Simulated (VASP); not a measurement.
# Nickel: the relaxed cell at several levels, part 3 of 3

Which functional gives the lattice of Nickel as experiment finds it, and is a dearer one worth its cost? LASPH is on for some levels and off for others; the table marks which. The start is a cell from a database of measured crystal structures.

VASP 6.6.1, plane waves and PAW; the level of theory is named at each step.

Still holding for the runs below: The cell holds one magnetic atom, so no antiferromagnetic order fits into it.

So far, final volume (Å³): step 2 (relaxation, level LDA) 10.1; step 3 (relaxation, level PBEsol) 10.4; step 4 (relaxation, level PBE) 10.9; step 5 (relaxation, level r2SCAN) 10.5.

### Step 6. Relaxation with PBE + D3(BJ)

This step: PBE with D3(BJ), spin-polarised from a ferromagnetic start (one magnetic atom a cell); plane waves and PAW (Ni) (VASP 6.6.1).

A dispersion term adds the long-range attraction that semilocal functionals lack. D3 with Becke-Johnson damping keeps a finite attraction at short range.

Contents of INCAR:

```
SYSTEM = Ni
PREC = Accurate
ENCUT = 520
EDIFF = 1E-06
NELM = 100
ISMEAR = -1
SIGMA = 0.05
LREAL = .FALSE.
ALGO = Normal
GGA = PE
IVDW = 12
NBANDS = 11
ISPIN = 2
MAGMOM = 1
LMAXMIX = 4
LORBIT = 11
LWAVE = .FALSE.
LCHARG = .FALSE.
KPAR = 2
IBRION = 2
NSW = 60
ISIF = 3
EDIFFG = -0.01
```

Contents of POSCAR:

```
Ni
1.0
    0.0000000000      1.7619350000      1.7619350000
    1.7619350000      0.0000000000      1.7619350000
    1.7619350000      1.7619350000      0.0000000000
Ni
1
Direct
    0.0000000000      0.0000000000      0.0000000000
```

Contents of KPOINTS:

```
Automatic mesh
0
Gamma
13 13 13
0 0 0
```

Potentials, in the order of the species: Ni (PBE family, release 64).

On the command line:

```bash
> mpirun -np 2 vasp_std
```

Output:

```text
[... set-up lines as in an earlier step ...]
 entering main loop
       N       E                     dE             d eps       ncg     rms          rms(c)
[... 12 cycles as in an earlier step ...]
   1 F= -.59373675E+01 E0= -.59304080E+01  d E =-.593737E+01  mag=     0.6253
[...]
N       E                     dE             d eps       ncg     rms          rms(c)
DAV:   1    -0.650906072094E+01   -0.10319E+01   -0.15133E+01  4350   0.565E+01    0.882E+00
DAV:   2    -0.572453399505E+01    0.78453E+00   -0.12977E+01  4413   0.511E+01    0.418E+00
DAV:   3    -0.546373534866E+01    0.26080E+00   -0.18379E+00  4437   0.187E+01    0.141E+00
DAV:   4    -0.544369087348E+01    0.20044E-01   -0.15673E-02  4507   0.923E-01    0.717E-01
DAV:   5    -0.543879244934E+01    0.48984E-02   -0.68245E-03  5007   0.559E-01    0.278E-01
DAV:   6    -0.543888998465E+01   -0.97535E-04   -0.43195E-04  4208   0.243E-01    0.103E-01
DAV:   7    -0.543888605934E+01    0.39253E-05   -0.20094E-05  4879   0.568E-02    0.436E-02
DAV:   8    -0.543887859722E+01    0.74621E-05   -0.19431E-06  3493   0.126E-02    0.410E-03
DAV:   9    -0.543887832406E+01    0.27316E-06   -0.14273E-07  1992   0.338E-03
   2 F= -.59376196E+01 E0= -.59313829E+01  d E =-.252140E-03  mag=     0.6205
 trial-energy change:   -0.000252  1 .order    0.001645   -0.041282    0.044572
 step:   0.5140(harm=  0.4808)  dis= 0.00000  next Energy=    -5.948234 (dE=-0.109E-01)
[...]
N       E                     dE             d eps       ncg     rms          rms(c)
DAV:   1    -0.573100641207E+01   -0.29213E+00   -0.37528E+00  4422   0.299E+01    0.435E+00
DAV:   2    -0.555566916771E+01    0.17534E+00   -0.36891E+00  4488   0.244E+01    0.232E+00
DAV:   3    -0.547464193298E+01    0.81027E-01   -0.54239E-01  4404   0.104E+01    0.740E-01
DAV:   4    -0.546965114108E+01    0.49908E-02   -0.33495E-03  4110   0.476E-01    0.401E-01
DAV:   5    -0.546887613633E+01    0.77500E-03   -0.17767E-03  4978   0.284E-01    0.777E-02
DAV:   6    -0.546888700986E+01   -0.10874E-04   -0.21695E-05  4171   0.475E-02    0.469E-02
DAV:   7    -0.546890050736E+01   -0.13497E-04   -0.55929E-06  4184   0.353E-02    0.978E-03
DAV:   8    -0.546890132201E+01   -0.81465E-06   -0.16498E-07  1989   0.418E-03
   3 F= -.59483607E+01 E0= -.59417731E+01  d E =-.109932E-01  mag=     0.6229
[...]
reached required accuracy - stopping structural energy minimisation
```

Elapsed: 47 s, on 2 MPI ranks of Intel Xeon Platinum 8375C at 2.90GHz (Ice Lake), shared host; peak memory 0.28 GiB; 92 s of CPU time.

Parts of OUTCAR (step 6):

```text
 Edisp (eV)   -0.49874

 Edisp (eV)   -0.47946

  Total      -0.00180    -0.00180    -0.00180    -0.00000    -0.00000    -0.00000
  in kB      -0.27398    -0.27398    -0.27398    -0.00000    -0.00000    -0.00000
  external pressure =       -0.27 kB  Pullay stress =        0.00 kB

  FREE ENERGIE OF THE ION-ELECTRON SYSTEM (eV)
  ---------------------------------------------------
  free  energy   TOTEN  =        -5.9483606634 eV

  energy  without entropy=       -5.9351854972  energy(sigma->0) =       -5.94177308

 magnetization (x)
# of ion       s       p       d       tot
------------------------------------------
    1       -0.005  -0.023   0.660   0.631

[... 3 parts as in an earlier step ...]

[... 2 further parts left out ...]
[key lines of the parts left out:]
E-fermi :   9.8733
```

Dispersion corrections of this kind ignore metallic screening and tend to overbind metals.

It ends at 10.51 Å³/atom, -3.9 % from the start, with -0.03 GPa left. The conventional cell has a = 3.477 Å. Against plain PBE, the dispersion term moves a by -1.2 %.

### Step 7. Relaxation with r2SCAN + rVV10

This step: r2SCAN with rVV10, spin-polarised from a ferromagnetic start (one magnetic atom a cell); plane waves and PAW (Ni) (VASP 6.6.1).

LUSE_VDW switches on a nonlocal correlation term for dispersion.

INCAR, as its differences from that of step 6:

```diff
@@ -9,4 +9,8 @@
 ALGO = Normal
-GGA = PE
-IVDW = 12
+METAGGA = R2SCAN
+LUSE_VDW = .TRUE.
+IVDW_NL = 2
+BPARAM = 11.95
+CPARAM = 0.0093
+LASPH = .TRUE.
 NBANDS = 11
```

POSCAR is that of step 6.

KPOINTS is that of step 6.

On the command line:

```bash
> mpirun -np 2 vasp_std
```

Output:

```text
[banner, memory and clock lines left out]
running    2 mpi-ranks, on    1 nodes
[...]
|                                                                             |
|               ----> ADVICE to this user running VASP <----                  |
|                                                                             |
|     You have switched on vdW-DFT.                                           |
|     This routine was written and supplied by Jiri Klimes. We recommend      |
|     that you carefully read and cite the following publications:            |
|       J. Klimes, D.R. Bowler, A. Michelides                                 |
|          J. Phys.: Cond Matt. 22 022201 (2010)                              |
|       J. Klimes, D.R. Bowler, A. Michelides                                 |
|          Phys. Rev. B. 83, 195131 (2011)                                    |
|     and references therein.                                                 |
|                                                                             |

[...]
Total rVV10 correction in eV:      0.2457903    11.2174095
Total rVV10 correction in eV:      0.2457903    11.2174095
DAV:  14    -0.116905503258E+02   -0.22028E-05   -0.42224E-06  3243   0.252E-02    0.232E-03
Total rVV10 correction in eV:      0.2457976    11.2174095
Total rVV10 correction in eV:      0.2457976    11.2174095
DAV:  15    -0.116905513640E+02   -0.10382E-05   -0.32348E-07  2070   0.606E-03    0.993E-04
Total rVV10 correction in eV:      0.2457982    11.2174095
Total rVV10 correction in eV:      0.2457982    11.2174095
DAV:  16    -0.116905517470E+02   -0.38305E-06   -0.47955E-08  1992   0.348E-03
Total rVV10 correction in eV:      0.2457974    11.2174095
Total rVV10 correction in eV:      0.2457974    11.2174095
Total rVV10 correction in eV:      0.2457978    11.2174095
Total rVV10 correction in eV:      0.2457978    11.2174095
   1 F= -.11690552E+02 E0= -.11684504E+02  d E =-.116906E+02  mag=     0.7178
[... from here on, the cycles between the ionic steps are left out ...]
   2 F= -.11690520E+02 E0= -.11685491E+02  d E =0.317177E-04  mag=     0.6552
   3 F= -.11707043E+02 E0= -.11701454E+02  d E =-.164916E-01  mag=     0.6713
   4 F= -.11707045E+02 E0= -.11701468E+02  d E =-.164930E-01  mag=     0.6708
[...]
reached required accuracy - stopping structural energy minimisation
```

Wall time 5.6 min (2 MPI ranks); peak memory 0.38 GiB; 11 min of CPU time.

From OUTCAR (step 7):

```text
  Total        0.0023468      0.0023468      0.0023468      0.0000000     -0.0000000     -0.0000000
  in kB        0.3612380      0.3612380      0.3612380      0.0000000     -0.0000000     -0.0000000
  external PRESSURE =       0.3612380 kB  Pullay stress =       0.0000000 kB

 POSITION                                       TOTAL-FORCE (eV/Angst)
 -----------------------------------------------------------------------------------
      0.00000      0.00000      0.00000        -0.000000      0.000000      0.000000
 -----------------------------------------------------------------------------------
    total drift:                                0.000000      0.000000      0.000000

  FREE ENERGIE OF THE ION-ELECTRON SYSTEM (eV)
  ---------------------------------------------------
  free  energy   TOTEN  =       -11.7070447714 eV

  energy  without entropy=      -11.6958903306  energy(sigma->0) =      -11.70146755

 magnetization (x)
# of ion       s       p       d       tot
------------------------------------------
    1       -0.011  -0.043   0.742   0.688

[... 2 parts as in an earlier step ...]

[... 2 further parts left out ...]
[key lines of the parts left out:]
E-fermi :   9.9430
```

Spin moment in the PAW sphere by atom:

```
atom  spin moment in the PAW sphere (μB)
 Ni1                               0.688
```

It ends at 10.41 Å³/atom, -4.9 % from the start, with 0.04 GPa left. The conventional cell has a = 3.466 Å. Against plain r2SCAN, the dispersion term moves a by -0.3 %.

### Step 8. Relaxation with optB88-vdW

This step: optB88-vdW, spin-polarised from a ferromagnetic start (one magnetic atom a cell); plane waves and PAW (Ni) (VASP 6.6.1).

optB88-vdW pairs nonlocal correlation with a B88-type exchange refitted to the binding of molecular dimers.

INCAR, as its differences from that of step 7:

```diff
@@ -9,7 +9,7 @@
 ALGO = Normal
-METAGGA = R2SCAN
+GGA = BO
+AGGAC = 0
 LUSE_VDW = .TRUE.
-IVDW_NL = 2
-BPARAM = 11.95
-CPARAM = 0.0093
+PARAM1 = 0.1833333333
+PARAM2 = 0.22
 LASPH = .TRUE.
```

POSCAR is that of step 7.

KPOINTS is that of step 7.

On the command line:

```bash
> mpirun -np 2 vasp_std
```

Output:

```text
[banner, memory and clock lines left out]
running    2 mpi-ranks, on    1 nodes
[...]
[... a notice as in an earlier step ...]

 [... a notice as in an earlier step ...]

 LDA part: xc-table for (Slater+PW92), standard interpolation
 POSCAR, INCAR and KPOINTS ok, starting setup
[...]
entering main loop
       N       E                     dE             d eps       ncg     rms          rms(c)
DAV:   1     0.320597205210E+02    0.32060E+02   -0.45945E+03  3771   0.116E+03
DAV:   2    -0.259928281692E+01   -0.34659E+02   -0.32943E+02  3780   0.173E+02
DAV:   3    -0.352679616519E+01   -0.92751E+00   -0.92308E+00  4202   0.330E+01
DAV:   4    -0.353459424072E+01   -0.77981E-02   -0.77960E-02  4102   0.267E+00
[...]
DAV:  11    -0.267054782646E+01    0.11695E-04   -0.33089E-05  5012   0.412E-02    0.343E-02
DAV:  12    -0.267054943005E+01   -0.16036E-05   -0.13113E-06  3850   0.123E-02    0.217E-03
DAV:  13    -0.267054942413E+01    0.59174E-08   -0.58406E-08  2061   0.278E-03
[...]
DAV:   8    -0.267066973226E+01    0.24578E-06   -0.14284E-07  1968   0.403E-03
   2 F= -.26706697E+01 E0= -.26642083E+01  d E =-.120308E-03  mag=     0.6154
 trial-energy change:   -0.000120  1 .order   -0.000072   -0.003127    0.002983
 step:   0.5236(harm=  0.5118)  dis= 0.00000  next Energy=    -2.671375 (dE=-0.826E-03)
[...]
N       E                     dE             d eps       ncg     rms          rms(c)
DAV:   1    -0.269032828594E+01   -0.19658E-01   -0.26965E-01  4389   0.784E+00    0.116E+00
DAV:   2    -0.267803417411E+01    0.12294E-01   -0.27165E-01  4473   0.677E+00    0.636E-01
DAV:   3    -0.267182464900E+01    0.62095E-02   -0.42641E-02  4404   0.286E+00    0.189E-01
DAV:   4    -0.267143469995E+01    0.38995E-03   -0.27179E-04  4166   0.118E-01    0.104E-01
DAV:   5    -0.267137464025E+01    0.60060E-04   -0.13008E-04  4951   0.702E-02    0.184E-02
DAV:   6    -0.267137654968E+01   -0.19094E-05   -0.70343E-07  2920   0.880E-03    0.109E-02
DAV:   7    -0.267137803518E+01   -0.14855E-05   -0.61908E-07  1914   0.122E-02    0.206E-03
DAV:   8    -0.267137808863E+01   -0.53446E-07   -0.26262E-08  1866   0.172E-03
   3 F= -.26713781E+01 E0= -.26648305E+01  d E =-.828664E-03  mag=     0.6158
[...]
reached required accuracy - stopping structural energy minimisation
```

It took 99 s on 2 MPI ranks; peak memory 0.47 GiB; 3.3 min of CPU time.

Parts of OUTCAR (step 8):

```text
  Total        0.0003690      0.0003690      0.0003690     -0.0000000      0.0000000     -0.0000000
  in kB        0.0546477      0.0546477      0.0546477     -0.0000000      0.0000000     -0.0000000
  external PRESSURE =       0.0546477 kB  Pullay stress =       0.0000000 kB

  FREE ENERGIE OF THE ION-ELECTRON SYSTEM (eV)
  ---------------------------------------------------
  free  energy   TOTEN  =        -2.6713780886 eV

  energy  without entropy=       -2.6582829673  energy(sigma->0) =       -2.66483053

 magnetization (x)
# of ion       s       p       d       tot
------------------------------------------
    1       -0.005  -0.021   0.650   0.623

[... 3 parts as in an earlier step ...]

[... 2 further parts left out ...]
[key lines of the parts left out:]
E-fermi :   9.2654
```

It ends at 10.82 Å³/atom, -1.1 % from the start, with 0.01 GPa left. The conventional cell has a = 3.511 Å.

### Step 9. Relaxation with SCAN

This step: SCAN, spin-polarised from a ferromagnetic start (one magnetic atom a cell); plane waves and PAW (Ni) (VASP 6.6.1).

SCAN adds the kinetic-energy density; it is numerically more delicate than r2SCAN.

INCAR, as its differences from that of step 8:

```diff
@@ -9,7 +9,3 @@
 ALGO = Normal
-GGA = BO
-AGGAC = 0
-LUSE_VDW = .TRUE.
-PARAM1 = 0.1833333333
-PARAM2 = 0.22
+METAGGA = SCAN
 LASPH = .TRUE.
```

POSCAR is that of step 8.

KPOINTS is that of step 8.

On the command line:

```bash
> mpirun -np 2 vasp_std
```

Output:

```text
[... set-up lines as in an earlier step ...]
 entering main loop
       N       E                     dE             d eps       ncg     rms          rms(c)
DAV:   1     0.183326607793E+02    0.18333E+02   -0.47042E+03  3763   0.119E+03
DAV:   2    -0.175374792927E+02   -0.35870E+02   -0.33937E+02  3777   0.179E+02
DAV:   3    -0.185393074274E+02   -0.10018E+01   -0.99735E+00  4202   0.351E+01
DAV:   4    -0.185481077787E+02   -0.88004E-02   -0.87981E-02  4152   0.290E+00
[...]
DAV:  14    -0.161014257695E+02   -0.14648E-03   -0.22855E-05  4304   0.546E-02    0.548E-03
DAV:  15    -0.161014373339E+02   -0.11564E-04   -0.24253E-06  3418   0.177E-02    0.449E-03
DAV:  16    -0.161014376417E+02   -0.30779E-06   -0.75361E-07  2929   0.107E-02
   1 F= -.16101438E+02 E0= -.16095953E+02  d E =-.161014E+02  mag=     0.7693
[...]
2 F= -.16108254E+02 E0= -.16103194E+02  d E =-.681620E-02  mag=     0.6657
[...]
3 F= -.16115940E+02 E0= -.16110391E+02  d E =-.145028E-01  mag=     0.6873
[...]
4 F= -.16116100E+02 E0= -.16110648E+02  d E =-.146623E-01  mag=     0.6810
[...]
5 F= -.16115980E+02 E0= -.16110561E+02  d E =-.145423E-01  mag=     0.6793
[...]
reached required accuracy - stopping structural energy minimisation
```

Run time: 4.9 min. Hardware: 2 MPI ranks; peak memory 0.28 GiB; 9.7 min of CPU time.

Parts of OUTCAR (step 9):

```text
  Total        0.0022452      0.0022452      0.0022452      0.0000000      0.0000000     -0.0000000
  in kB        0.3499006      0.3499006      0.3499006      0.0000000      0.0000000     -0.0000000
  external PRESSURE =       0.3499006 kB  Pullay stress =       0.0000000 kB

 POSITION                                       TOTAL-FORCE (eV/Angst)
 -----------------------------------------------------------------------------------
      0.00000      0.00000      0.00000        -0.000000      0.000000      0.000000
 -----------------------------------------------------------------------------------
    total drift:                                0.000000     -0.000000      0.000000

  FREE ENERGIE OF THE ION-ELECTRON SYSTEM (eV)
  ---------------------------------------------------
  free  energy   TOTEN  =       -16.1159799239 eV

  energy  without entropy=      -16.1051417608  energy(sigma->0) =      -16.11056084

 magnetization (x)
# of ion       s       p       d       tot
------------------------------------------
    1       -0.011  -0.045   0.754   0.699

[... 2 parts as in an earlier step ...]

[... 2 further parts left out ...]
[key lines of the parts left out:]
E-fermi :  10.0567
```

It ends at 10.28 Å³/atom, -6.0 % from the start, with 0.03 GPa left. The conventional cell has a = 3.452 Å.

### Step 10. The cells as a table

This step: relaxed cells at several levels; plane waves and PAW (VASP 6.6.1).

Derived from the runs above.

Lengths are those of the conventional cell; cost is the wall time of each run, as given at its step, times its ranks, without the set-up around it; LASPH differs between rows, which moves results and costs too. Results by level, by row:

```
         level  volume (Å³/atom)  change from the start (%)  a (Å)  largest site moment (μB)  cost (core minutes)  LASPH
           LDA             10.05                       -8.1  3.426                     0.613                  1.7    off
        PBEsol             10.38                       -5.1  3.463                     0.629                 1.47    off
           PBE             10.88                       -0.5  3.518                     0.636                  1.3    off
        r2SCAN             10.51                         -4  3.477                      0.69                 7.97     on
  PBE + D3(BJ)             10.51                       -3.9  3.477                     0.631                 1.57    off
r2SCAN + rVV10             10.41                       -4.9  3.466                     0.688                 11.3     on
    optB88-vdW             10.82                       -1.1  3.511                     0.623                  3.3     on
          SCAN             10.28                         -6  3.452                     0.699                  9.7     on
```

### Step 11. Summary of results

- volume, LDA: 10.05 Å³/atom
- volume, PBEsol: 10.38 Å³/atom
- volume, PBE: 10.88 Å³/atom
- volume, r2SCAN: 10.51 Å³/atom
- volume, PBE + D3(BJ): 10.51 Å³/atom
- volume, r2SCAN + rVV10: 10.41 Å³/atom
- volume, optB88-vdW: 10.82 Å³/atom
- volume, SCAN: 10.28 Å³/atom

**Reading.** For Nickel the levels give volumes between 10.05 Å³/atom (LDA) and 10.88 Å³/atom (PBE), a spread of 8.2 %, while the cost of the finished runs spans a factor of 8.7. Within 1 % of experiment on every length: PBE and optB88-vdW. The nearest, PBE, is among the cheap ones. Thermal and zero-point expansion, often some tenths of a per cent in length, bear on this order: with the measured lengths lowered by an assumed 0.4 % the nearest becomes optB88-vdW. The costs hold the number of ionic steps as well as the price of the functional. SCAN-type functionals tend to overstate the moments of itinerant magnets. The closing table has room for seven levels; SCAN stands in the table of levels alone. Adding D3(BJ) to PBE changes the volume by -3.4 % (a by -1.2 %). Adding rVV10 to r2SCAN changes the volume by -0.9 % (a by -0.3 %). Pairwise corrections of the D and TS kind ignore the screening in a metal, so they may overbind here. Within 0.02 Å all end in space group Fm-3m; the runs can't lower the symmetry of the start. Only the typed magnetic starts were tried, so the magnetic ground state may differ and with it the other results. LASPH is on for some levels and off for others, so differences between them are not the functional's alone. Each is a single relaxation on the plane waves of the start cell, so larger changes of volume carry a basis-set error that was not tested here.

Computed beside measured:

| quantity | measured | LDA | PBEsol | PBE | r2SCAN | PBE + D3(BJ) | r2SCAN + rVV10 | optB88-vdW |
| --- | --- | --- | --- | --- | --- | --- | --- | --- |
| lattice constant a (Å) | 3.524 | 3.426 (-2.8 %) | 3.463 (-1.7 %) | 3.518 (-0.2 %) | 3.477 (-1.3 %) | 3.477 (-1.3 %) | 3.466 (-1.6 %) | 3.511 (-0.4 %) |

Measured values from arxiv:2311.10326 (2023).

Verdict: For the lattice constant a, of the levels listed nearest comes PBE (-0.2 %, good agreement) and farthest LDA (-2.8 %, a clear miss). The grades are ours: good and fair within 0.7 and 1.5 % for the lattice constant a. For lattice constants the calculation has a static lattice, without zero-point motion or thermal expansion (measured at up to 300 K).

[Lines on the potential files, build, host, timing and source positions are cut from VASP's logs without a mark.]

[Logs are printed without paths, hosts, clocks, repeated set-up lines and the standing remarks that a program may print on its own settings, such as how far it seeks lower states.]

[Hosts, paths, dates, database ids (printed as entryN), source tags and the programs' standing remarks are cut or masked in the printed files.]

[A measured line is paired with the nearest computed mode of its activity, which favours agreement.]
